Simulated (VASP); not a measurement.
Here is the system:

```
Si
1.0
    3.85421     0.00000     0.00000
   -1.92711     3.33784     0.00000
    0.00000     0.00000     6.36187
Si
4
Direct
  0.33333   0.66667   0.06291
  0.66667   0.33333   0.93709
  0.66667   0.33333   0.56291
  0.33333   0.66667   0.43709
```

Computed with modified Becke-Johnson potential (mBJ), VASP's PBE PAW potentials (set 64) (plane waves; VASP). Run with 400 eV cut-off, 6×6×4 Γ-centred mesh, Gaussian smearing of 0.050 eV, potentials Si.

mBJ is a potential without an energy functional, so only the levels count.

Problem. Give the energies of bands 3 to 11 at the high-symmetry points, in eV from the valence-band maximum.

Solution. 
| band | Γ | M | K | A | L | H |
|---|---|---|---|---|---|---|
| 3 | -6.88 | -7.42 | -6.38 | -3.97 | -6.97 | -7.16 |
| 4 | -1.44 | -5.74 | -6.38 | -3.97 | -6.97 | -7.16 |
| 5 | -1.44 | -4.34 | -4.79 | -0.86 | -2.28 | -4.12 |
| 6 | -0.32 | -2.88 | -3.30 | -0.86 | -2.28 | -4.12 |
| 7 | 0.00 | -2.67 | -3.30 | -0.86 | -2.26 | -1.87 |
| 8 | 0.00 | -1.35 | -3.06 | -0.86 | -2.26 | -1.87 |
| 9 | 1.68 | 1.15 | 1.64 | 2.45 | 1.61 | 2.25 |
| 10 | 2.66 | 3.02 | 5.93 | 2.45 | 1.61 | 2.25 |
| 11 | 2.66 | 3.58 | 6.11 | 3.64 | 2.39 | 4.33 |

The gap is indirect, 1.15 eV, from the valence maximum at Γ to the conduction minimum at M.

The structure comes from a computed database's Si entry (P6_3/mmc); how it stands against other phases isn't given here. It was relaxed first. The cell's shape comes from a PBE relaxation.
